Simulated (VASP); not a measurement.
Consider the following.

```xyz
2
Lattice="3.7724 0.0000 0.0000 0.0000 3.7724 0.0000 0.0000 0.0000 3.7724" Properties=species:S:1:pos:R:3 pbc="T T T"
Cd     0.0000     0.0000     0.0000
Te     1.8862     1.8862     1.8862
```

Method: PBE GGA, VASP's PBE PAW potentials (set 64) (plane waves; VASP). Settings: 400 eV cut-off, 11×11×11 Γ-centred mesh, tetrahedra with Blöchl corrections, potentials Cd Te.

Unless said otherwise, spin-orbit coupling is left out, though it shifts the bands of the heavy elements here.

Problem. Tabulate the total density of states (states/eV per cell) against energy (eV; zero at the valence-band maximum or, without a gap, the Fermi level).

Solution. 
```
E (eV) | DOS (states/eV)
    -9.98 |  0.12
    -9.62 |  0.00
    -9.26 |  0.00
    -8.90 |  0.00
    -8.66 |  0.19
    -8.30 | ############################## 31.7
    -7.94 | # 0.86
    -7.58 |  0.00
    -7.22 |  0.00
    -6.86 |  0.00
    -6.50 |  0.00
    -6.14 |  0.00
    -5.90 |  0.00
    -5.54 |  0.40
    -5.18 | # 0.65
    -4.82 | # 0.87
    -4.46 | # 1.39
    -4.10 | # 1.25
    -3.74 | # 0.85
    -3.38 | # 0.84
    -3.14 | # 0.87
    -2.78 | # 1.28
    -2.42 | # 0.77
    -2.06 | # 0.83
    -1.70 | # 0.95
    -1.34 | # 1.29
    -0.98 | # 1.27
    -0.62 | # 1.42
    -0.38 | ## 1.61
    -0.02 | ## 1.62
     0.34 | # 1.33
     0.70 | # 0.60
     1.06 |  0.49
     1.42 | # 0.60
     1.78 | # 0.71
     2.14 | # 1.10
     2.38 | # 1.15
     2.74 |  0.38
     3.10 |  0.39
     3.46 |  0.49
```
Within 2 eV below the Fermi level the largest weight inside VASP's projection spheres is Te p, then Cd s.

The structure was generated: CdTe was put into the CsCl type type (Pm-3m), which need not be its known phase. It was relaxed first, which changed the volume by +9 %.
